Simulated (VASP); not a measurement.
Calculation: PBEsol GGA, VASP's PBE PAW potentials (set 64) (plane waves; VASP).

A VASP calculation is set up with these files.

**POSCAR**
```
Bi2Te3 monolayer
1
    4.3793913784     0.0000000000     0.0000000000
   -2.1896956892     3.7926639182     0.0000000000
    0.0000000000     0.0000000000    23.4168257153
Bi Te
2 3
Direct
  0.3333330000   0.6666670000   0.4135800000
  0.0000000000   0.0000000000   0.5864200000
  0.0000000000   0.0000000000   0.3401240000
  0.6666670000   0.3333330000   0.5000000000
  0.3333330000   0.6666670000   0.6598760000
```

KPOINTS:
```
kpoints
0
G
 12 12 1
```

### INCAR
```
SYSTEM  =  Bi2Te3 monolayer
PREC  =  Normal; ENCUT  =  400; LREAL  =  F
LASPH  =  T
EDIFF  =  1E-5; NELM  =  100; NELMIN  =  4
ALGO  =  Normal; LMAXMIX  =  4
ISMEAR  =  0; SIGMA  =  0.05
GGA  =  PS
IBRION  =  2; NSW  =  50; ISIF  =  4
EDIFFG  =  -0.03
LWAVE  =  T; LCHARG  =  F
```

POTCAR, in this order: Bi_d Te (PBE.64 set). Program: vasp_std.

The run wrote:

### OUTCAR
```
 ion  position               nearest neighbor table
   1  0.333  0.667  0.414-   3 3.06   3 3.06   3 3.06   4 3.24   4 3.24   4 3.24
   2  0.000  0.000  0.586-   5 3.06   5 3.06   5 3.06   4 3.24   4 3.24   4 3.24
   3  0.000  0.000  0.340-   1 3.06   1 3.06   1 3.06
   4  0.667  0.333  0.500-   1 3.24   2 3.24   1 3.24   2 3.24   2 3.24   1 3.24
   5  0.333  0.667  0.660-   2 3.06   2 3.06   2 3.06
  LATTYP: Found a hexagonal cell.
 ALAT       =     4.3793913784
 C/A-ratio  =     5.3470502387
 Subroutine PRICEL returns:
 Original cell was already a primitive cell.
 Subroutine GETGRP returns: Found 12 space group operations
The static configuration has the point symmetry C_3v.
 The point group associated with its full space group is D_3d.
The dynamic configuration has the point symmetry C_3v.
 Subroutine INISYM returns: Found 12 space group operations
 Subroutine IBZKPT returns following result:
 Found     19 irreducible k-points:

 Following reciprocal coordinates:
            Coordinates               Weight
  0.000000  0.000000  0.000000      1.000000
  0.083333 -0.000000  0.000000      6.000000
  0.166667  0.000000  0.000000      6.000000
  0.250000  0.000000  0.000000      6.000000
...
```

### OSZICAR
```
       N       E                     dE             d eps       ncg     rms          rms(c)
DAV:   1     0.345523365291E+03    0.34552E+03   -0.18594E+04  1376   0.115E+03
DAV:   2     0.120596797864E+02   -0.33346E+03   -0.32704E+03  1336   0.302E+02
DAV:   3    -0.190199976503E+02   -0.31080E+02   -0.30643E+02  1284   0.111E+02
DAV:   4    -0.203976551157E+02   -0.13777E+01   -0.13699E+01  1420   0.240E+01
DAV:   5    -0.204378377258E+02   -0.40183E-01   -0.40153E-01  1444   0.412E+00    0.663E+00
DAV:   6    -0.201215724387E+02    0.31627E+00   -0.70669E-01  1220   0.560E+00    0.501E+00
DAV:   7    -0.201178482347E+02    0.37242E-02   -0.43094E-01  1432   0.296E+00    0.118E+00
DAV:   8    -0.201152994768E+02    0.25488E-02   -0.49160E-02  1224   0.125E+00    0.698E-01
DAV:   9    -0.201133161979E+02    0.19833E-02   -0.15979E-02  1364   0.673E-01    0.437E-01
DAV:  10    -0.201136666035E+02   -0.35041E-03   -0.41094E-03  1364   0.443E-01    0.194E-01
DAV:  11    -0.201134554671E+02    0.21114E-03   -0.11013E-03  1408   0.184E-01    0.774E-02
DAV:  12    -0.201134829646E+02   -0.27498E-04   -0.28470E-04  1276   0.894E-02    0.565E-02
DAV:  13    -0.201134832506E+02   -0.28597E-06   -0.20726E-05   896   0.275E-02
   1 F= -.20113483E+02 E0= -.20113483E+02  d E =-.201135E+02
       N       E                     dE             d eps       ncg     rms          rms(c)
DAV:   1    -0.201158534034E+02   -0.23704E-02   -0.36545E-01  1152   0.326E+00    0.300E-01
DAV:   2    -0.201160145163E+02   -0.16111E-03   -0.17657E-02  1532   0.116E+00    0.137E-01
DAV:   3    -0.201156374759E+02    0.37704E-03   -0.88771E-04  1460   0.201E-01    0.866E-02
DAV:   4    -0.201154765195E+02    0.16096E-03   -0.17643E-04  1292   0.121E-01    0.416E-02
DAV:   5    -0.201154324917E+02    0.44028E-04   -0.15300E-04  1448   0.113E-01    0.188E-02
DAV:   6    -0.201154374277E+02   -0.49360E-05   -0.30234E-05   948   0.582E-02
   2 F= -.20115437E+02 E0= -.20115437E+02  d E =-.195418E-02
       N       E                     dE             d eps       ncg     rms          rms(c)
DAV:   1    -0.201167598153E+02   -0.13273E-02   -0.45890E-01  1140   0.365E+00    0.338E-01
DAV:   2    -0.201169576590E+02   -0.19784E-03   -0.22088E-02  1500   0.129E+00    0.154E-01
DAV:   3    -0.201164812822E+02    0.47638E-03   -0.10995E-03  1468   0.220E-01    0.952E-02
DAV:   4    -0.201162714802E+02    0.20980E-03   -0.22487E-04  1272   0.138E-01    0.431E-02
DAV:   5    -0.201162144714E+02    0.57009E-04   -0.19919E-04  1460   0.126E-01    0.217E-02
DAV:   6    -0.201162187899E+02   -0.43185E-05   -0.37558E-05   960   0.652E-02
   3 F= -.20116219E+02 E0= -.20116219E+02  d E =-.273554E-02
       N       E                     dE             d eps       ncg     rms          rms(c)
DAV:   1    -0.201173775937E+02   -0.11631E-02   -0.13435E-01  1132   0.200E+00    0.203E-01
DAV:   2    -0.201171257146E+02    0.25188E-03   -0.68877E-03  1448   0.740E-01    0.102E-01
DAV:   3    -0.201168482890E+02    0.27743E-03   -0.38683E-04  1452   0.147E-01    0.681E-02
DAV:   4    -0.201167316777E+02    0.11661E-03   -0.16384E-04  1272   0.141E-01    0.139E-02
DAV:   5    -0.201167312859E+02    0.39179E-06   -0.70065E-05  1148   0.659E-02
   4 F= -.20116731E+02 E0= -.20116731E+02  d E =-.512496E-03
       N       E                     dE             d eps       ncg     rms          rms(c)
DAV:   1    -0.201228844697E+02   -0.61528E-02   -0.12116E+00  1132   0.601E+00    0.609E-01
DAV:   2    -0.201208661124E+02    0.20184E-02   -0.62061E-02  1448   0.211E+00    0.305E-01
DAV:   3    -0.201184408144E+02    0.24253E-02   -0.32409E-03  1428   0.364E-01    0.201E-01
DAV:   4    -0.201174236499E+02    0.10172E-02   -0.15457E-03  1528   0.327E-01    0.379E-02
DAV:   5    -0.201173904959E+02    0.33154E-04   -0.39141E-04  1332   0.159E-01    0.218E-02
DAV:   6    -0.201173935727E+02   -0.30767E-05   -0.41765E-05  1004   0.591E-02
   5 F= -.20117394E+02 E0= -.20117394E+02  d E =-.117478E-02
       N       E                     dE             d eps       ncg     rms          rms(c)
DAV:   1    -0.201175076178E+02   -0.11712E-03   -0.16564E-01  1064   0.211E+00    0.117E-01
DAV:   2    -0.201180012075E+02   -0.49359E-03   -0.58076E-03  1400   0.619E-01    0.391E-02
DAV:   3    -0.201179786650E+02    0.22543E-04   -0.86740E-05  1172   0.745E-02    0.313E-02
DAV:   4    -0.201179734617E+02    0.52033E-05   -0.27393E-05   804   0.356E-02
   6 F= -.20117973E+02 E0= -.20117973E+02  d E =-.579889E-03
       N       E                     dE             d eps       ncg     rms          rms(c)
DAV:   1    -0.201147185044E+02    0.32602E-02   -0.14932E+00  1064   0.635E+00    0.340E-01
DAV:   2    -0.201192037216E+02   -0.44852E-02   -0.52508E-02  1392   0.181E+00    0.120E-01
DAV:   3    -0.201189796517E+02    0.22407E-03   -0.74064E-04  1300   0.218E-01    0.942E-02
DAV:   4    -0.201188935953E+02    0.86056E-04   -0.22318E-04  1100   0.101E-01    0.424E-02
DAV:   5    -0.201188781517E+02    0.15444E-04   -0.70327E-05  1304   0.692E-02    0.131E-02
DAV:   6    -0.201188836844E+02   -0.55327E-05   -0.17581E-05   628   0.421E-02
   7 F= -.20118884E+02 E0= -.20118884E+02  d E =-.149011E-02
       N       E                     dE             d eps       ncg     rms          rms(c)
DAV:   1    -0.201187526802E+02    0.12547E-03   -0.60053E-02  1064   0.127E+00    0.695E-02
DAV:   2    -0.201189344868E+02   -0.18181E-03   -0.20948E-03  1376   0.374E-01    0.237E-02
DAV:   3    -0.201189279249E+02    0.65620E-05   -0.31310E-05  1016   0.468E-02    0.189E-02
DAV:   4    -0.201189274179E+02    0.50697E-06   -0.11524E-05   588   0.238E-02
   8 F= -.20118927E+02 E0= -.20118927E+02  d E =-.153385E-02
```

**OUTCAR**
```
------------------------ aborting loop because EDIFF is reached ----------------------------------------
  FORCE on cell =-STRESS in cart. coord.  units (eV):
  Direction    XX          YY          ZZ          XY          YZ          ZX
  --------------------------------------------------------------------------------------
  Total       -0.0561673     -0.0561673     -0.0173814      0.0000000      0.0000000     -0.0000000
  in kB       -0.2313704     -0.2313704     -0.0715995      0.0000000      0.0000000     -0.0000000
  external PRESSURE =      -0.1781134 kB  Pullay stress =       0.0000000 kB
  volume of cell :      388.94
      direct lattice vectors                 reciprocal lattice vectors
     4.349344189 -0.000000000 -0.000000000     0.229919720  0.132744220  0.000000000
    -2.174672095  3.766642346  0.000000000     0.000000000  0.265488440  0.000000000
     0.000000000 -0.000000000 23.741490506    -0.000000000 -0.000000000  0.042120355
 POSITION                                       TOTAL-FORCE (eV/Angst)
 -----------------------------------------------------------------------------------
     -0.00000      2.51110      9.83371        -0.000000     -0.000000      0.029761
      4.34934     -0.00000     13.90778         0.000000      0.000000     -0.029761
      0.00000     -0.00000      8.12007         0.000000      0.000000     -0.018209
      2.17467      1.25555     11.87075        -0.000000      0.000000      0.000000
     -0.00000      2.51110     15.62142        -0.000000     -0.000000      0.018209
 -----------------------------------------------------------------------------------
    total drift:                                0.002318     -0.001338      0.000703
  FREE ENERGIE OF THE ION-ELECTRON SYSTEM (eV)
  ---------------------------------------------------
  free  energy   TOTEN  =       -20.1189274179 eV

  energy  without entropy=      -20.1189274179  energy(sigma->0) =      -20.11892742

 reached required accuracy - stopping structural energy minimisation
```
(Selected blocks of OUTCAR.)

File CONTCAR:
```
Bi2Te3 monolayer
   1.00000000000000
     4.3493441890382352   -0.0000000000000000   -0.0000000000000000
    -2.1746720945191176    3.7666423461590419    0.0000000000000000
     0.0000000000000000   -0.0000000000000001   23.7414905060161416
  Bi              Te
     2     3
Direct
     0.3333330000000032    0.6666669999999968    0.4141991678048454
     1.0000000000000000    0.0000000000000000    0.5858008321951547
     0.0000000000000000    0.0000000000000000    0.3420203873372575
     0.6666669999999968    0.3333330000000032    0.5000000000000000
     0.3333330000000032    0.6666669999999968    0.6579796126627426
```

The cell is a sheet with vacuum, built from Bi2Te3 (tetradymite).
